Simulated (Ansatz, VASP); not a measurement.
Rb2Mg: VASP beside Ansatz

INCAR

```
SYSTEM = Rb2Mg
PREC = Accurate
ENCUT = 520
EDIFF = 1E-7
ISMEAR = -1
SIGMA = 0.05
LREAL = .False.
LASPH = .True.
NELM = 80
ALGO = Normal
ISIF = 2
LWAVE = .False.
LCHARG = .False.
GGA = PE
NBANDS = 29
```

Contents of KPOINTS:

```
Automatic mesh
0
Gamma
  4 4 5
  0 0 0
```

POSCAR

```
Rb2Mg
1.0
    8.9190460000     -4.0532410000      0.0000000000
    8.9190460000      4.0532410000      0.0000000000
    0.0000000000      0.0000000000      5.6179590000
Rb Mg
4 2
Direct
    0.5907580000      0.1378480000      0.7535240000
    0.1275630000      0.5963010000      0.2481210000
    0.4084680000      0.8697280000      0.2524360000
    0.8708440000      0.4052250000      0.7479490000
    0.0932820000      0.9056230000      0.7435400000
    0.9128240000      0.0868600000      0.2532580000
```

Contents of input.yaml:

```yaml
crystal:
  lattice:
    - [8.919046, -4.053241, 0.0]
    - [8.919046, 4.053241, 0.0]
    - [0.0, 0.0, 5.617959]
  atoms:
    - { symbol: Rb, position: [0.590758, 0.137848, 0.753524] }
    - { symbol: Rb, position: [0.127563, 0.596301, 0.248121] }
    - { symbol: Rb, position: [0.408468, 0.869728, 0.252436] }
    - { symbol: Rb, position: [0.870844, 0.405225, 0.747949] }
    - { symbol: Mg, position: [0.093282, 0.905623, 0.74354] }
    - { symbol: Mg, position: [0.912824, 0.08686, 0.253258] }
hamiltonian:
  xc: pbe
  pseudopotentials: { kind: paw }
kpoints:
  mp_grid: { grid: [4, 4, 5] }
scf:
  occupations: { method: fermi_dirac, width: 0.05 }
output:
  forces: true
  stress: true
  eigenvalues: true
  write_density: true
  write_potential: true
  elf: true
  volumetric_format: npy
```

Change from the starting cell: atoms moved at random, drawn with an rms of 0.05 Å.

Alike in both runs: task single point; functional PBE; k mesh 4 × 4 × 5; occupations fermi-dirac, width 0.05 eV; no spin polarisation.

|  | VASP | Ansatz |
| --- | --- | --- |
| version | VASP 6.6.1 | Ansatz 0.2.0 |
| potentials or method | VASP PAW PBE potentials, release 64 (Rb_sv, Mg) | Ansatz PAW |
| plane-wave cutoff (eV) | 520 | 420 |
| valence electrons in the cell | 40 | 56 |

|  | VASP | Ansatz | Ansatz less VASP |
| --- | --- | --- | --- |
| gap on the k mesh at the Fermi level (eV) | none | none | - |
| pressure (GPa) | 0.0 | 0.0 | 0.00 |
| largest component of the traceless stress (GPa) | 0.17 | 0.17 | -0.002 |
| rms of the force components (eV/Å) | 0.031 | 0.031 | -0.0002 |

Atom by atom the forces differ by 0.001 eV/Å (rms over components). A gap of «none» marks a metal or a gap that the smearing closes. The two sets of potentials don't hold the same shells in valence.
